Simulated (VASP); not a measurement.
Input for VASP

File KPOINTS:
```
Automatic mesh
0
Gamma
5 5 3
0 0 0
```

File POSCAR:
```
Cr2Se3
1
    4.1278610000     0.0000000000     0.0000000000
   -2.0639300000     3.5748320000     0.0000000000
    0.0000000000     0.0000000000     6.4318320000
Cr Se
2 3
Direct
  0.3333330000   0.6666670000   0.2467000000
  0.6666670000   0.3333330000   0.7533000000
  0.0000000000   0.0000000000   0.0000000000
  0.3333330000   0.6666670000   0.6470000000
  0.6666670000   0.3333330000   0.3530000000
```

### INCAR
```
SYSTEM = Cr2Se3
PREC = Accurate
ENCUT = 400
EDIFF = 1E-6
NELM = 100
ALGO = Normal
LREAL = .FALSE.
LASPH = .TRUE.
ISMEAR = 0
SIGMA = 0.05
GGA = PE
LMAXMIX = 4
ISPIN = 2
MAGMOM = 3.0 3.0 0.0 0.0 0.0
LORBIT = 10
LWAVE = .FALSE.
LCHARG = .FALSE.
ISIF = 2
ICHARG = 11
```

POTCAR, in this order: Cr_pv Se (PBE.64 set). Program: vasp_std.

Output of the run:

**standard output**
```
 POSCAR found type information on POSCAR CrSe
 POSCAR found :  2 types and       5 ions
 Reading from existing POTCAR
 Reading from existing POTCAR
 LDA part: xc-table for (Slater+PW92), standard interpolation
 WARNING: stress and forces are not correct
 POSCAR, INCAR and KPOINTS ok, starting setup
 WAVECAR not read
 WARNING: CHGCAR is incomplete

 -----------------------------------------------------------------------------
|                                                                             |
|     EEEEEEE  RRRRRR   RRRRRR   OOOOOOO  RRRRRR      ###     ###     ###     |
|     E        R     R  R     R  O     O  R     R     ###     ###     ###     |
|     E        R     R  R     R  O     O  R     R     ###     ###     ###     |
|     EEEEE    RRRRRR   RRRRRR   O     O  RRRRRR       #       #       #      |
|     E        R   R    R   R    O     O  R   R                               |
|     E        R    R   R    R   O     O  R    R      ###     ###     ###     |
|     EEEEEEE  R     R  R     R  OOOOOOO  R     R     ###     ###     ###     |
|                                                                             |
|     ICHARG>10                                                               |
|                                                                             |
|       ---->  I REFUSE TO CONTINUE WITH THIS SICK JOB ... BYE!!! <----       |
|                                                                             |
 -----------------------------------------------------------------------------
```

Problem. Read input and log: which fault does this run have?
A. simple mixing (IMIX = 1) with AMIX above 1 overshoots
B. ALGO = VeryFast starts from random orbitals with almost no delay (NELMDL = -1)
C. POTIM is too large for the ionic optimiser
D. ICHARG = 11 asks for a fixed density, but there is no CHGCAR

Solution. D, ICHARG = 11 asks for a fixed density, but there is no CHGCAR. VASP stops with an error: ERROR: charge density could not be read from file CHGCAR for ICHARG>10 ----> I REFUSE TO CONTINUE WITH THIS SICK JOB ... BYE!!! <----

To mend it, run self-consistently first and keep its CHGCAR, or remove ICHARG. The plain static run on this cell (PBE GGA, plane waves, VASP's PBE PAW potentials (set 64)) converges, and its OSZICAR ends with
```
   1 F= -.30411900E+02 E0= -.30411090E+02  d E =-.162060E-02  mag=     6.0000
```

The structure was generated: Cr2Se3 was put into the A-La2O3 type (P-3m1), which need not be its known phase. The cell was not relaxed at this level.
